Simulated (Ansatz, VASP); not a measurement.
## One calculation of LiBe, two programs

File INCAR:

```
  PREC = Accurate
  ENCUT = 520
  EDIFF = 1E-7
  ISMEAR = -1
  SIGMA = 0.05
  LREAL = False
  LASPH = True
  NELM = 100
  ALGO = Normal
  ISIF = 2
  LWAVE = False
  LCHARG = False
  GGA = PE
  NBANDS = 13
```

Contents of KPOINTS:

```
regular mesh
0
Gamma
  11 7 5
```

File POSCAR:

```
LiBe
1.0
    2.3261999626      0.0000000000      0.0000000000
    0.0000000000      3.6603149186      0.0000000000
   -0.4070292140      0.0000000000      5.5860807084
Be Li
2 2
Direct
    0.2435819200      0.7500000000      0.4238283600
    0.7564180800      0.2500000000      0.5761716400
    0.2631524400      0.7500000000      0.8451422600
    0.7368475600      0.2500000000      0.1548577400
```

input.yaml

```yaml
crystal:
  lattice:
    - [2.3261999626, 0.0, 0.0]
    - [0.0, 3.6603149186, 0.0]
    - [-0.407029214, 0.0, 5.5860807084]
  atoms:
    - { symbol: Be, position: [0.24358192, 0.75, 0.42382836] }
    - { symbol: Be, position: [0.75641808, 0.25, 0.57617164] }
    - { symbol: Li, position: [0.26315244, 0.75, 0.84514226] }
    - { symbol: Li, position: [0.73684756, 0.25, 0.15485774] }
hamiltonian:
  xc: pbe
  pseudopotentials: { kind: paw }
kpoints:
  mp_grid: { grid: [11, 7, 5] }
scf:
  occupations: { method: fermi_dirac, width: 0.05 }
output:
  forces: true
  stress: true
  eigenvalues: true
  write_density: true
  write_potential: true
  elf: true
  volumetric_format: npy
```

Change from the starting cell: volume scaled by 1.04.

Alike in both runs: task single point; functional PBE; k mesh 11 × 7 × 5; occupations fermi-dirac, width 0.05 eV; no spin polarisation.

```csv
,VASP,Ansatz
version,VASP 6.6.1,Ansatz 0.2.0
potentials or method,"VASP PAW PBE potentials, release 64 (Be, Li_sv)",Ansatz PAW
plane-wave cutoff (eV),520,420
valence electrons in the cell,10,10
```

Ansatz gave:

```
gap on the k mesh at the Fermi level (eV) : none
rms of the force components (eV/Å)        : 0.025
```

Task: Which values does VASP return?

Result: gap on the k mesh at the Fermi level (eV): none; rms of the force components (eV/Å): 0.024.

Atom by atom the forces differ by 0.002 eV/Å (rms over components). A gap of «none» marks a metal or a gap that the smearing closes.
